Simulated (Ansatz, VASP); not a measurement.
# Si: VASP beside Ansatz

File INCAR:

```
SYSTEM = Si
ALGO = Normal ; EDIFF = 1E-6
ENCUT = 520 ; GGA = CA
ISIF = 2 ; ISMEAR = 0
LASPH = .True. ; LCHARG = .True.
LELF = .True. ; LREAL = .False.
LVHAR = .True. ; LWAVE = .False.
NBANDS = 11 ; NELM = 100
PREC = Accurate ; SIGMA = 0.05
```

KPOINTS

```
k-points
0
Gamma
  12 12 12
  0 0 0
```

The input POSCAR:

```
Si
1.0
    0.0000000000      2.6805429488      2.8898548668
    2.5319990071      0.0000000000      2.8898548668
    2.5319990071      2.6805429488      0.0000000000
Si
2
Direct
    0.5000000000      0.5000000000      0.5000000000
    0.7500000000      0.7500000000      0.7500000000
```

Input for Ansatz:

```yaml
crystal:
  lattice:
    - [0.0, 2.6805429488, 2.8898548668]
    - [2.5319990071, 0.0, 2.8898548668]
    - [2.5319990071, 2.6805429488, 0.0]
  atoms:
    - { symbol: Si, position: [0.5, 0.5, 0.5] }
    - { symbol: Si, position: [0.75, 0.75, 0.75] }
basis:
  ecutwfc: 420
kpoints:
  mp_grid: { grid: [12, 12, 12] }
hamiltonian:
  xc: lda
  pseudopotentials: { kind: paw, azcp: { folder: soft_1 } }
scf:
  occupations: { method: gaussian, width: 0.05 }
output:
  forces: true
  stress: true
  eigenvalues: true
```

Change from the starting cell: strain +e along x and -e along y -0.0275, strain +e along z and -e/2 along x and y +0.0700.

Alike in both runs: task single point; functional LDA; k mesh 12 × 12 × 12; occupations gaussian, width 0.05 eV; no spin polarisation.

```csv
,VASP,Ansatz
version,VASP 6.6.1,Ansatz 0.2.0
potentials or method,"VASP PAW LDA potentials, release 64 (Si)","scalar-relativistic, plane waves, PAW"
plane-wave cutoff (eV),520,420
valence electrons in the cell,8,8
```

```tsv
	VASP	Ansatz	Ansatz less VASP
gap on the k mesh at the Fermi level (eV)	none	none	-
pressure (GPa)	0.0	-0.1	-0.05
largest component of the traceless stress (GPa)	7.30	7.31	+0.003
```

A gap of «none» marks a metal or a gap that the smearing closes. Ansatz warned: «pseudo_functional_mismatch».
